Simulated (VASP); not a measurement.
```
BiTe
1.0
    0.00000     3.23500     3.23500
    3.23500     0.00000     3.23500
    3.23500     3.23500     0.00000
Bi Te
1 1
Cartesian
  0.00000   0.00000   0.00000
  3.23500   3.23500   3.23500
```

Computed with PBEsol GGA, VASP's PBE PAW potentials (set 64) (plane waves; VASP). Run with 300 eV cut-off, 5×5×5 Γ-centred mesh, Fermi-Dirac smearing of 0.10 eV, potentials Bi_d Te.

At this cut-off the stress carries a Pulay error, which pulls relaxed volumes low. Unless said otherwise, spin-orbit coupling is left out, though it shifts the bands of the heavy elements here.

What does the run give for the energy per atom (σ→0), pressure, band gap (on the k-mesh) with the smallest direct gap where there is one?

| Quantity | Result |
|---|---|
| band gap (on the k-mesh) | none (metal, semimetal or under 0.01 eV) |
| energy per atom (σ→0) | -3.989 eV/atom |
| pressure | -2.04 GPa |

The absolute energy has meaning only against runs of the same code, potentials and settings.

The structure comes from a measured BiTe entry (Fm-3m) of the Crystallography Open Database, whose conditions weren't checked. The cell was not relaxed at this level. The k-mesh is coarse (spacing up to 0.34 per Å, 2π included), so the numbers may not be converged in it. The electron count is odd and the run is not spin-polarised, which forces a metal.
